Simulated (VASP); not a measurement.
Data:

```
CELL_PARAMETERS angstrom
     -1.68282     1.68282     1.68282
      1.68282    -1.68282     1.68282
      1.68282     1.68282    -1.68282
ATOMIC_POSITIONS crystal
  Ta 0.00000 0.00000 0.00000
```

The numbers are results of revPBE GGA, VASP's PBE PAW potentials (set 64) (plane waves; VASP 6.6.1), not measurements. Numerical set-up: 520 eV cut-off, 15×15×15 Γ-centred mesh, first-order Methfessel-Paxton smearing of 0.10 eV, potentials Ta_pv.

### Question
Give the stress tensor in GPa (positive for a compressed cell).

### Answer

```
-5.28   0.00   0.00
 0.00  -5.28   0.00
 0.00   0.00  -5.28
```
The pressure is its mean diagonal, -5.28 GPa.

The compound is Ta in the bcc structure. This cell is one point of a volume scan, at 1.03 of the reference volume.
